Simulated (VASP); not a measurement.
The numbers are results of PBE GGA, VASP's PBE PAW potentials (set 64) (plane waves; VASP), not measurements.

The input files of a VASP run:

POSCAR:
```
RuAl
1
    3.0038679033     0.0000000000     0.0000000000
    0.0000000000     3.0038679033     0.0000000000
    0.0000000000     0.0000000000     3.0038679033
Al Ru
1 1
Direct
  0.5000000000   0.5000000000   0.5000000000
  0.0000000000   0.0000000000   0.0000000000
```

**KPOINTS**
```
Automatic mesh
0
Gamma
14 14 14
```

INCAR:
```
# general
SYSTEM  = RuAl
PREC    = Normal
ENCUT   = 400
LREAL   = .False.
LASPH   = .True.

# electronic loop
EDIFF   = 1E-5
NELM    = 100
NELMIN  = 4
ALGO    = Fast
LMAXMIX = 4

# smearing
ISMEAR  = 1
SIGMA   = 0.1

# functional
GGA     = PE

# ions
IBRION  = 2
NSW     = 20
ISIF    = 2
EDIFFG  = -0.03

# output
LWAVE   = .False.
LCHARG  = .False.
```

POTCAR, in this order: Al Ru_pv (PBE.64 set). Program: vasp_std.

Estimate the energy per atom (σ→0), band gap (on the k-mesh).

The energy per atom (σ→0) is -7.125 eV/atom. The band gap (on the k-mesh) is none (metal, semimetal or under 0.01 eV).

**OSZICAR**
```
...
RMM:   6    -0.143272180785E+02    0.59618E+00   -0.34147E+00  2880   0.173E+01    0.227E+00
RMM:   7    -0.142640686631E+02    0.63149E-01   -0.22554E-01  2880   0.479E+00    0.184E+00
RMM:   8    -0.142516336068E+02    0.12435E-01   -0.27895E-02  2880   0.114E+00    0.248E-01
RMM:   9    -0.142511588126E+02    0.47479E-03   -0.37560E-03  2880   0.506E-01    0.128E-01
RMM:  10    -0.142511743075E+02   -0.15495E-04   -0.46554E-04  2880   0.211E-01    0.481E-02
RMM:  11    -0.142511721493E+02    0.21582E-05   -0.16508E-04  2517   0.112E-01    0.150E-02
RMM:  12    -0.142511716793E+02    0.46996E-06   -0.42021E-05  2401   0.667E-02
   1 F= -.14251172E+02 E0= -.14250956E+02  d E =-.142512E+02
```

The compound is RuAl in the CsCl type structure. It was relaxed first. The electron count is odd and the run is not spin-polarised, which forces a metal.
